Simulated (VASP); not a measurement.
Given:

```
CsPbBr3
1.0
    8.57643     0.00000     0.00000
    0.00000    12.05115     0.00000
    0.00000     0.00000     8.21855
Cs Pb Br
4 4 12
Cartesian
  3.77226   3.01279   4.26912
  4.80417   9.03837   3.94942
  0.51596   9.03837   0.15985
  8.06047   3.01279   8.05870
  0.00000   6.02558   4.10927
  4.28822   6.02558   0.00000
  4.28822   0.00000   0.00000
  0.00000   0.00000   4.10927
  8.52274   9.03837   4.59967
  0.05369   3.01279   3.61887
  4.34190   3.01279   0.49040
  4.23453   9.03837   7.72815
  1.72403   0.38202   6.59777
  6.85240  11.66913   1.62078
  2.56418  11.66913   2.48849
  6.01225   0.38202   5.73005
  6.01225   5.64356   5.73005
  2.56418   6.40760   2.48849
  6.85240   6.40760   1.62078
  1.72403   5.64356   6.59777
```

Calculation: PBE GGA, VASP's PBE PAW potentials (set 64) (plane waves; VASP). Settings: LREAL = Auto, 300 eV cut-off, 2×1×2 Γ-centred mesh, Gaussian smearing of 0.010 eV, potentials Cs_sv Pb_d Br.

At this cut-off the stress carries a Pulay error, which pulls relaxed volumes low.

### Question
Which forces act on the atoms, in eV/Å?

### Answer

| atom | Fx | Fy | Fz |
|---|---|---|---|
| Cs1 | -0.004 | 0.000 | -0.029 |
| Cs2 | 0.004 | 0.000 | 0.029 |
| Cs3 | 0.004 | 0.000 | -0.029 |
| Cs4 | -0.004 | 0.000 | 0.029 |
| Pb5 | 0.000 | 0.000 | 0.000 |
| Pb6 | 0.000 | 0.000 | 0.000 |
| Pb7 | 0.000 | 0.000 | 0.000 |
| Pb8 | 0.000 | 0.000 | 0.000 |
| Br9 | -0.047 | 0.000 | 0.165 |
| Br10 | 0.047 | 0.000 | -0.165 |
| Br11 | 0.047 | 0.000 | 0.165 |
| Br12 | -0.047 | 0.000 | -0.165 |
| Br13 | -0.001 | -0.002 | -0.007 |
| Br14 | 0.001 | 0.002 | 0.007 |
| Br15 | 0.001 | 0.002 | -0.007 |
| Br16 | -0.001 | -0.002 | 0.007 |
| Br17 | -0.001 | 0.002 | 0.007 |
| Br18 | 0.001 | -0.002 | -0.007 |
| Br19 | 0.001 | -0.002 | 0.007 |
| Br20 | -0.001 | 0.002 | -0.007 |

### Question
Give the stress tensor in GPa (positive for a compressed cell).

### Answer

```
-0.36   0.00   0.00
 0.00   0.44   0.00
 0.00   0.00  -0.27
```
The pressure is its mean diagonal, -0.06 GPa.

The structure comes from a computed database's CsPbBr3 entry; how it stands against other phases isn't given here. The cell was not relaxed at this level. The k-mesh is coarse (spacing up to 0.52 per Å, 2π included), so the numbers may not be converged in it.
